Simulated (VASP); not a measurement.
```
Fe
1.0
   -1.43500     1.43500     1.43500
    1.43500    -1.43500     1.43500
    1.43500     1.43500    -1.43500
Fe
1
Direct
  0.00000   0.00000   0.00000
```
Starting moments (μB, in the order of the record's atoms Fe): 2.5.

Level of theory: PBEsol GGA, VASP's PBE PAW potentials (set 64) (plane waves; VASP). Numerical set-up: 480 eV cut-off, 16×16×16 Γ-centred mesh, first-order Methfessel-Paxton smearing of 0.10 eV, potentials Fe.

Energy and stress use the plane-wave basis of the starting cell.

Question: The ions, cell shape and volume are relaxed. Which structure does the run end with?

Answer: 
```
Fe
1.0
   -1.39277     1.39277     1.39277
    1.39277    -1.39277     1.39277
    1.39277     1.39277    -1.39277
Fe
1
Direct
  0.00000   0.00000   0.00000
```
Space group Im-3m (229), at a tolerance of 0.03 Å. The cell ends with 2.09 μB, on the sites 2.07 μB.

Question: How do energy and volume change from the first to the last step?

Answer: The energy (σ→0) changes by -51.1 meV/atom and the volume by -8.6 %, in 4 ionic steps.

The compound is Fe in the bcc structure. This run relaxes it. Symmetry was kept, so distortions that lower it aren't found.
